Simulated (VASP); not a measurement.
The input files of a VASP run:

### KPOINTS
```
K-points
0
gamma
 16 16 9
0 0 0
```

INCAR:
```
SYSTEM = Be
PREC = Accurate; ENCUT = 400; LREAL = .FALSE.
LASPH = .TRUE.
EDIFF = 1E-6; NELM = 100; ALGO = Normal
ISMEAR = 1; SIGMA = 0.1
GGA = PS
IBRION = 2; NSW = 60; ISIF = 3
EDIFFG = -0.01
LWAVE = .FALSE.; LCHARG = .FALSE.
```

File POSCAR:
```
Be
1.0
  1.1450000000  -1.9831980000   0.0000000000
  1.1450000000   1.9831980000   0.0000000000
  0.0000000000   0.0000000000   3.5800000000
Be
2
Direct
  0.3333330000   0.6666670000   0.2500000000
  0.6666670000   0.3333330000   0.7500000000
```

POTCAR, in this order: Be (PBE.64 set). Program: vasp_std.

Translate this PBEsol calculation to Ansatz.

One equivalent input (not run):
Ansatz 0.2 input:
```yaml
crystal:
  lattice:
    - [1.1450000, -1.9831980, 0.0000000]
    - [1.1450000, 1.9831980, 0.0000000]
    - [0.0000000, 0.0000000, 3.5800000]
  atoms:
    - { symbol: Be, position: [0.3333330, 0.6666670, 0.2500000] }
    - { symbol: Be, position: [0.6666670, 0.3333330, 0.7500000] }
kpoints:
  mp_grid: { grid: [16, 16, 9] }
hamiltonian:
  xc: pbesol
  pseudopotentials: { kind: paw }
scf:
  occupations: { method: methfessel_paxton, width: 0.1 }
  max_iter: 100
relax:
  max_steps: 60
  f_tol: 0.01
  cell: {}
output: { forces: true, stress: true, eigenvalues: true }
```
Limits of the translation: each code has its own PAW files, so the cut-off isn't converted (ENCUT is set for VASP's; basis.ecutwfc is left out, and Ansatz then takes the one that its files recommend); Ansatz stops its SCF on the density residual and VASP on the energy change (EDIFF).

The compound is Be in the hcp structure. This run relaxes it. Symmetry was kept, so distortions that lower it aren't found.
